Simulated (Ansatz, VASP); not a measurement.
# NaF (Villiaumite) in two plane-wave programs, part 2 of 2

Wanted: the spread between two codes on one cell, functional and k mesh. Of the first pair: The cell is taken from a series of runs on this material, whose earlier steps may have relaxed, scaled, displaced or heated it; both programs get it as it stands.

VASP 6.6.1 and Ansatz 0.2.0.

So far: Set-up; VASP: relaxation of cell and atoms, PBEsol; Ansatz: relaxation of cell and atoms, PBEsol; Side by side.

## 5. Ansatz: relaxation of cell and atoms, LDA

Level of this step: Ansatz beside VASP: Kohn-Sham DFT, plane waves, LDA (Ansatz).

The relaxed volume is the usual yardstick between codes: in a stiff, nearly cubic crystal its relative difference is about their pressure difference at one cell divided by the bulk modulus.

The two relaxations start from unlike cells of this crystal (the structure described is Ansatz's start), so only their ends are compared.

The input, input.yaml:

```yaml
crystal:
  lattice:
    - [0.0, 2.317, 2.317]
    - [2.317, 0.0, 2.317]
    - [2.317, 2.317, 0.0]
  atoms:
    - { symbol: Na, position: [0.0, 0.0, 0.0] }
    - { symbol: F, position: [0.5, 0.5, 0.5] }
kpoints:
  mp_grid: { grid: [8, 8, 8] }
hamiltonian:
  xc: lda
scf:
  occupations: { method: gaussian, width: 0.02 }
output:
  forces: true
  stress: true
  eigenvalues: true
basis:
  ecutwfc: 420.0
relax:
  adjacent_minimum: "off"
  f_tol: 0.005
  max_steps: 60
  cell: { stress_tol: 0.03 }
```

Launch:

```
> ansatz run input.yaml --threads 4 --pin off --max-ram 8192MiB --backend cpu --events-out ev --progress --plain --runs-dir out
```

Numbers of over 12 decimals in the logs are rounded to 6 here.

The log of the run:

```text
[...]
Crystal: 2 atoms, lattice volume = 24.878 Å³
Basis set: ecut = 420 eV, 531 PW (Γ)
Bands: 12, of which v1, the nominal top of the filled ones, is band 8 counted from 1 (7 counted from 0)
Symmetry: 48 space group operations
[...]
k-points: 29 of 512
[...]
k-point 28: bands = [... 4 lower, -16.7515, 0.2424, 0.2424, 0.5778, 14.6299, 14.6299, 17.0706, 18.8068]
--- Relaxed structure (6 steps of the walk, 6 accepted, 3 SCFs on fresh bases) ---
[...]
cell:  # Å, volume = 22.8214 Å³
    - [0, 2.251322, 2.251322]
    - [2.251322, 0, 2.251322]
    - [2.251322, 2.251322, 0]
  atoms:
    - { symbol: Na, position: [0, 0, 0] }
    - { symbol: F, position: [0.5, 0.5, 0.5] }
[key lines of the parts left out:]
SCF converged after 5 iterations
Free energy (F): -2263.092319 eV
Fermi energy:    4.480862 eV
P = ⅓ Tr σ = -0.0037 GPa (-0.037 kbar)
```

## 6. VASP: relaxation of cell and atoms, LDA

Its own start cell and the same functional (in two slightly different forms), mesh and smearing now go to VASP, with its own data sets.

The input, INCAR:

```
SYSTEM = NaF
PREC = Accurate
ENCUT = 600
EDIFF = 1E-07
NELM = 120
ISMEAR = 0
SIGMA = 0.02
LREAL = .FALSE.
ALGO = Normal
GGA = CA
NBANDS = 13
LORBIT = 11
LWAVE = .FALSE.
LCHARG = .FALSE.
ISIF = 3
IBRION = 2
NSW = 80
EDIFFG = -0.005
LASPH = .TRUE.
GGA_COMPAT = .FALSE.
NELMIN = 4
EFERMI = MIDGAP
```

The input, POSCAR:

```
NaF
1.0
    0.0000000000      2.2483908144      2.2483908144
    2.2483908144      0.0000000000      2.2483908144
    2.2483908144      2.2483908144      0.0000000000
Na F
1 1
Direct
    0.0000000000      0.0000000000      0.0000000000
    0.5000000000      0.5000000000      0.5000000000
```

The input, KPOINTS:

```
Automatic mesh
0
Gamma
8 8 8
0 0 0
```

PAW data sets: Na_pv and F (LDA family, release 64).

Launch:

```
> mpirun -np 1 vasp_std
```

The log of the run:

```text
[banner, memory and clock lines left out]
running    1 mpi-ranks, on    1 nodes
[...]
LDA part: xc-table for (Slater(with rela. corr.)+CA(PZ))
 , standard interpolation
 POSCAR, INCAR and KPOINTS ok, starting setup
[...]
entering main loop
       N       E                     dE             d eps       ncg     rms          rms(c)
DAV:   1     0.118876179652E+03    0.11888E+03   -0.86199E+03   769   0.143E+03
DAV:   2    -0.433062717652E+01   -0.12321E+03   -0.11304E+03   799   0.376E+02
DAV:   3    -0.101245823754E+02   -0.57940E+01   -0.57797E+01   924   0.772E+01
DAV:   4    -0.101732760901E+02   -0.48694E-01   -0.48692E-01   809   0.728E+00
[...]
DAV:  11    -0.933425886182E+01   -0.55224E-06   -0.19451E-05   844   0.725E-02    0.352E-03
DAV:  12    -0.933425874754E+01    0.11428E-06   -0.49758E-07   879   0.959E-03    0.582E-04
DAV:  13    -0.933425874323E+01    0.43183E-08   -0.41025E-08   452   0.252E-03
   1 F= -.93342587E+01 E0= -.93342587E+01  d E =-.933426E+01
[...]
N       E                     dE             d eps       ncg     rms          rms(c)
DAV:   1    -0.933443589616E+01   -0.17715E-03   -0.28260E-03   919   0.803E-01    0.100E-01
DAV:   2    -0.933428659498E+01    0.14930E-03   -0.53128E-04   889   0.235E-01    0.263E-02
DAV:   3    -0.933427579857E+01    0.10796E-04   -0.24519E-05   869   0.102E-01    0.137E-02
DAV:   4    -0.933427094296E+01    0.48556E-05   -0.29009E-06   904   0.583E-02    0.245E-03
DAV:   5    -0.933427071481E+01    0.22815E-06   -0.54698E-07   794   0.112E-02    0.487E-04
DAV:   6    -0.933427068612E+01    0.28692E-07   -0.53755E-08   392   0.392E-03
   2 F= -.93342707E+01 E0= -.93342707E+01  d E =-.119429E-04
 trial-energy change:   -0.000012  1 .order   -0.000011   -0.000018   -0.000004
 step:   1.1632(harm=  1.2586)  dis= 0.00000  next Energy=    -9.334271 (dE=-0.122E-04)
 reached required accuracy - stopping structural energy minimisation
```

From OUTCAR (step 6):

```text
  Total        0.0032265      0.0032265      0.0032265      0.0000000      0.0000000     -0.0000000
  in kB        0.2271482      0.2271482      0.2271482      0.0000000      0.0000000     -0.0000000
  external PRESSURE =       0.2271482 kB  Pullay stress =       0.0000000 kB

 POSITION                                       TOTAL-FORCE (eV/Angst)
 -----------------------------------------------------------------------------------
      2.24924     -0.00000      2.24924        -0.000000      0.000000     -0.000000
      2.24924      2.24924      2.24924         0.000000     -0.000000      0.000000
 -----------------------------------------------------------------------------------
    total drift:                                0.000000      0.000000      0.000000

  FREE ENERGIE OF THE ION-ELECTRON SYSTEM (eV)
  ---------------------------------------------------
  free  energy   TOTEN  =        -9.3342706861 eV

  energy  without entropy=       -9.3342706861  energy(sigma->0) =       -9.33427069

[... 2 parts as in an earlier step ...]

[... 2 further parts left out ...]
[key lines of the parts left out:]
E-fermi :   1.1270
```

## 7. Side by side

What differs besides the data sets and the points named for the pairs above, as far as they apply: the two LDA forms differ slightly; the data sets hold 16 valence electrons in Ansatz (on its default PAW (the set named soft_2) files) and 14 in VASP; VASP's log shows a relativistic correction to its local exchange, Ansatz's none. Total energies have different zeros and are not compared.

Both answers:

```csv
quantity,Ansatz,VASP,difference
volume (Å³),22.82,22.76,+0.28 %
"edge a after relaxation, in the typed setting (Å)",3.184,3.181,+0.09 %
```

## 8. Results

```yaml
difference_in_volume_relaxation_of_cell_and_atoms_pbesol: 0.18 %
difference_in_volume_relaxation_of_cell_and_atoms_lda: 0.28 %
```

In words: The difference in volume is 0.28 % (relaxation of cell and atoms, LDA), within the 1.2 % picked in this series as the mark of a large difference, as far as the stopping tolerances let one tell. The data sets hold unlike numbers of valence electrons (16 in Ansatz and 14 in VASP), so part of the differences comes from the potentials. How closely two codes agree says nothing of how well the functional describes the real material.

[Lines on the potential files, build, host, timing and source positions are cut from VASP's logs without a mark.]

[Logs are printed without paths, hosts, clocks, repeated set-up lines and the standing remarks that a program may print on its own settings, such as how far it seeks lower states.]

[Hosts, paths, dates, database ids (printed as entryN), source tags and the programs' standing remarks are cut or masked in the printed files.]
